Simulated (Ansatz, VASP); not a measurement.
# Si7Ge17 (generalised stacking fault on (111) (glide set) of a Ge-Si solid solution) in two plane-wave programs, part 2 of 2

Aim: how closely do two programs agree when they are given the same cell, functional and k mesh? The structure shown is the start of the Ansatz relaxation below; VASP solves that cell, so the two are compared at the walk's first step.

VASP 6.6.1 and Ansatz 0.2.0.

So far: The structure; Ansatz: relaxation, RPBE.

### 3. VASP: single point, RPBE, start cell

Level of this step: RPBE; plane waves and PAW (Ge_d, Si) (VASP).

The same cell, functional, mesh and smearing now go to VASP, with its own data sets.

Lines of VASP's logs that name or quote its potential files are left out, and so is its time.

INCAR reads:

```
SYSTEM = Si7Ge17
PREC = Accurate
ENCUT = 410
EDIFF = 1E-06
NELM = 120
ISMEAR = 0
SIGMA = 0.05
LREAL = Auto
ALGO = Normal
GGA = RP
NBANDS = 464
LORBIT = 11
LWAVE = .FALSE.
LCHARG = .FALSE.
ISIF = 2
LASPH = .TRUE.
GGA_COMPAT = .FALSE.
EFERMI = MIDGAP
KPAR = 2
```

POSCAR reads:

```
Si7Ge17
1.0
    6.8486500000      0.0000000000      0.0000000000
    0.0000000000     11.8622100000      0.0000000000
    0.5707000000      0.0000000000     19.5709100000
Ge Si
51 21
Direct
    0.4967655383      0.1676163211      0.0208983639
    0.4861912648      0.1667733078      0.1449907030
    0.8170454892      0.1668323188      0.1854589286
    0.9878551354      0.9989875411      0.1437286258
    0.3050883548      0.0008683036      0.3104199038
    0.6372289577      0.0008514434      0.3505202364
    0.8167003622      0.5002103318      0.1862713589
    0.8062901412      0.4997635348      0.3085702198
    0.9871226557      0.3344907905      0.1451593206
    0.3176610700      0.3322399452      0.1860005488
    0.6373459455      0.3336477773      0.3501676723
    0.1351915147      0.1662337794      0.3506581963
    0.1255763759      0.1671273734      0.4749804685
    0.7763782495      0.1658459933      0.6801421089
    0.9561991118      0.0005395285      0.5157297233
    0.9438845902      0.0005985394      0.6396789930
    0.2673632902      0.9995439298      0.8044899292
    0.5958358532      0.0019389304      0.8456786118
    0.4980439516      0.8327790521      0.0208012811
    0.8173061340      0.8328296329      0.1860107680
    0.8095926163      0.8321636525      0.3085395620
    0.0016861590      0.6663513797      0.0211180778
    0.9884180275      0.6677170612      0.1441578343
    0.3170159282      0.6677002009      0.1858574793
    0.3090000598      0.6677423516      0.3095614869
    0.6372999605      0.6658624320      0.3507195118
    0.6294612616      0.6672702641      0.4747505354
    0.1346853252      0.5018457775      0.3502494263
    0.1242834129      0.4994684802      0.4745512600
    0.4591173340      0.5001091702      0.5161487126
    0.4436138976      0.5003367838      0.6385906429
    0.7771404002      0.4992914474      0.6811589241
    0.7657629029      0.5013399695      0.8038512261
    0.2765384340      0.3345666617      0.6798406410
    0.2638431958      0.3332937117      0.8046789853
    0.5969399011      0.3333358624      0.8455713097
    0.5847464487      0.3334033034      0.9694694830
    0.0959360019      0.1674308582      0.8460976010
    0.0876958051      0.1666890065      0.9689891783
    0.1361877963      0.8327621919      0.3493910094
    0.1255854938      0.8332174190      0.4745206023
    0.4551882541      0.8328717836      0.5149377316
    0.4447131583      0.8340520021      0.6395921293
    0.7780742676      0.8347264127      0.6802902880
    0.7667939649      0.8329898054      0.8049702339
    0.9558469017      0.6663682400      0.5150501433
    0.9465119938      0.6677423516      0.6396892122
    0.2763291541      0.6659635936      0.6802494110
    0.2670097510      0.6668909082      0.8043519693
    0.5961974824      0.6660731854      0.8457194888
    0.0969729307      0.8336810763      0.8452187456
    0.8059062465      0.1664529628      0.3086213160
    0.9990208498      0.0002107533      0.0209494602
    0.3155741470      0.9998979954      0.1851114741
    0.6262740711      0.0002191834      0.4744490675
    0.4985514702      0.5002103318      0.0206684308
    0.4907118468      0.4997129540      0.1440096551
    0.9985771474      0.3347015438      0.0208421581
    0.3065899743      0.3325602902      0.3095717062
    0.6258748998      0.3338838210      0.4741578189
    0.4568194280      0.1673971376      0.5156888464
    0.4495824924      0.1672706856      0.6398578298
    0.7664711340      0.1651800128      0.8039380897
    0.2747736879      0.9997293928      0.6808676755
    0.5862817783      0.9988273686      0.9689176436
    0.4892577390      0.8325430084      0.1446381390
    0.9572740297      0.3333358624      0.5163224398
    0.9469840993      0.3332178405      0.6392804422
    0.5866744381      0.6656685390      0.9691118093
    0.0948928626      0.4991987159      0.8467005367
    0.0878092831      0.5009859040      0.9697300739
    0.0851397055      0.8337400872      0.9689993976
```

KPOINTS reads:

```
Automatic mesh
0
Gamma
2 1 1
0 0 0
```

PAW data sets: Ge_d and Si (PBE family, release 64).

The run is started by

```sh
mpirun -np 8 vasp_std
```

Numbers of over 12 decimals in the logs are rounded to 6 here.

Log:

```text
[banner, memory and clock lines left out]
running    8 mpi-ranks, on    1 nodes
[...]
|                                                                             |
|           W    W    AA    RRRRR   N    N  II  N    N   GGGG   !!!           |
|           W    W   A  A   R    R  NN   N  II  NN   N  G    G  !!!           |
|           W    W  A    A  R    R  N N  N  II  N N  N  G       !!!           |
|           W WW W  AAAAAA  RRRRR   N  N N  II  N  N N  G  GGG   !            |
|           WW  WW  A    A  R   R   N   NN  II  N   NN  G    G                |
|           W    W  A    A  R    R  N    N  II  N    N   GGGG   !!!           |
|                                                                             |
|     For optimal performance we recommend to set                             |
|       NCORE = 2 up to number-of-cores-per-socket                            |
|     NCORE specifies how many cores store one orbital (NPAR=cpu/NCORE).      |
|     This setting can greatly improve the performance of VASP for DFT.       |
[...]
|                                                                             |
|     You enforced a specific xc type in the INCAR file but a different       |
|     [... a line on the potential file left out ...]
|     I HOPE YOU KNOW WHAT YOU ARE DOING!                                     |
|                                                                             |

 LDA part: xc-table for (Slater+PW92), standard interpolation
 POSCAR, INCAR and KPOINTS ok, starting setup
[...]
entering main loop
       N       E                     dE             d eps       ncg     rms          rms(c)
DAV:   1     0.135272644958E+05    0.13527E+05   -0.25968E+05  1920   0.378E+03
DAV:   2     0.268547100455E+04   -0.10842E+05   -0.10576E+05  1856   0.930E+02
DAV:   3     0.918889205596E+02   -0.25936E+04   -0.24448E+04  1984   0.271E+02
DAV:   4    -0.288846697700E+03   -0.38074E+03   -0.36310E+03  2136   0.106E+02
[...]
DAV:  16    -0.308906636479E+03   -0.82279E-05   -0.30269E-05  2152   0.971E-02    0.378E-03
DAV:  17    -0.308906642540E+03   -0.60611E-05   -0.58597E-05  2056   0.282E-02    0.274E-03
DAV:  18    -0.308906643018E+03   -0.47809E-06   -0.40846E-06  1552   0.202E-02
   1 F= -.30890664E+03 E0= -.30890630E+03  d E =-.687391E-03
```

From OUTCAR (step 3):

```text
 POSITION                                       TOTAL-FORCE (eV/Angst)
 -----------------------------------------------------------------------------------
      3.41410      1.98830      0.40900        -1.596516     -0.941210      0.056285
      3.41250      1.97830      2.83760        -0.217105     -0.549026     -0.010436
      5.70150      1.97900      3.62960         0.063811     -0.080899      0.423070
      6.84750     11.85020      2.81290         0.333591      0.114352     -0.280899
      2.26660      0.01030      6.07520         0.111148     -0.137712     -0.848656
      4.56420      0.01010      6.86000         0.278807      0.152515      0.311026
      5.69960      5.93360      3.64550        -0.326033      0.188068     -0.399386
      5.69810      5.92830      6.03900        -0.054961      0.021300      0.156849
      6.84330      3.96780      2.84090         0.042626     -0.105282     -0.724703
      2.28170      3.94110      3.64020         0.262278      0.622321      0.331696
      4.56480      3.95780      6.85310        -0.278548     -0.494949      0.221513
      1.12600      1.97190      6.86270        -0.284877      0.566852     -0.202113
      1.13110      1.98250      9.29580         0.331774      0.393954      0.216416
      5.70530      1.96730     13.31100        -0.129612      0.633898      0.334943
[...]
-----------------------------------------------------------------------------------
    total drift:                               -0.001232     -0.005134      0.006228

  FREE ENERGIE OF THE ION-ELECTRON SYSTEM (eV)
  ---------------------------------------------------
  free  energy   TOTEN  =      -308.9066430183 eV

  energy  without entropy=     -308.9059556272  energy(sigma->0) =     -308.90629932
```

The run ends at a pressure of 4.59 GPa, with forces up to 2.0 eV/Å.

### 4. Differences

Known differences besides the potentials themselves: the cutoff is 420 eV in Ansatz and 410 eV in VASP (PREC = Accurate, projectors in real space); Ansatz makes its cores anew for this functional, VASP keeps those of its PBE data sets. Total energies have different zeros and are not compared.

Forces on 8 of the 72 atoms, those with the largest forces and the largest differences (eV/Å; atoms numbered as in POSCAR):

```csv
atom,"Ansatz x, y, z","VASP x, y, z"
Ge1,"-1.611, -0.943, 0.069","-1.597, -0.941, 0.056"
Ge22,"-1.649, 0.273, -0.298","-1.634, 0.271, -0.315"
Ge37,"1.849, 0.635, -0.177","1.836, 0.636, -0.162"
Ge39,"1.380, 0.175, 0.429","1.365, 0.175, 0.442"
Si53,"-1.640, -0.502, -0.259","-1.631, -0.498, -0.267"
Si56,"-1.629, 0.482, 0.354","-1.621, 0.476, 0.346"
Si65,"1.727, 0.344, 0.027","1.718, 0.343, 0.037"
Si71,"1.634, -0.690, -0.431","1.625, -0.683, -0.421"
```

The forces differ by 4.8 meV/Å r.m.s., which is 1.0 % of the r.m.s. force of 0.488 eV/Å (both taken over all components).

### 5. Outcome

| Quantity | Value |
| --- | --- |
| r.m.s. force difference (single point, RPBE, start cell) | 0.98 % of the r.m.s. force |

What this shows: The r.m.s. force difference is 0.98 % of the r.m.s. force (single point, RPBE, start cell), within the 3 % picked in this series as the mark of a large difference. 1 further run of this series is not shown here. Such differences can come from data sets, numerical settings and the points named under the comparisons, not from the functional's error against experiment.

[Lines on the potential files, build, host, timing and source positions are cut from VASP's logs without a mark.]

[Logs are printed without paths, hosts, clocks, repeated set-up lines and the standing remarks that a program may print on its own settings, such as how far it seeks lower states.]

[Hosts, paths, dates, database ids (printed as entryN), source tags and the programs' standing remarks are cut or masked in the printed files.]
